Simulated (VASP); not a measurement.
Here is the system:

```xyz
2
Lattice="0.0000 2.4389 2.4389 2.4389 0.0000 2.4389 2.4389 2.4389 0.0000" Properties=species:S:1:pos:R:3 pbc="T T T"
Be     2.4389     0.0000     2.4389
S      1.2195     1.2195     1.2195
```

Calculation: PBE GGA, VASP's PBE PAW potentials (set 64) (plane waves; VASP 6.6.1). Run with 520 eV cut-off, Gaussian smearing of 0.050 eV, potentials Be S.

Question: Give the energies of bands 2 to 7 at the high-symmetry points, in eV from the valence-band maximum.

Answer: 
| band | Γ | X | U | L | W |
|---|---|---|---|---|---|
| 2 | 0.00 | -4.93 | -4.48 | -5.68 | -4.19 |
| 3 | 0.00 | -2.58 | -4.00 | -1.01 | -3.78 |
| 4 | 0.00 | -2.58 | -2.14 | -1.01 | -3.27 |
| 5 | 5.68 | 3.15 | 4.38 | 5.42 | 6.46 |
| 6 | 5.68 | 4.93 | 7.49 | 6.57 | 8.11 |
| 7 | 5.68 | 12.64 | 10.48 | 6.57 | 8.38 |

The gap is indirect, 3.15 eV, from the valence maximum at Γ to the conduction minimum at X.

The compound is BeS in the zinc blende structure. It was relaxed first.
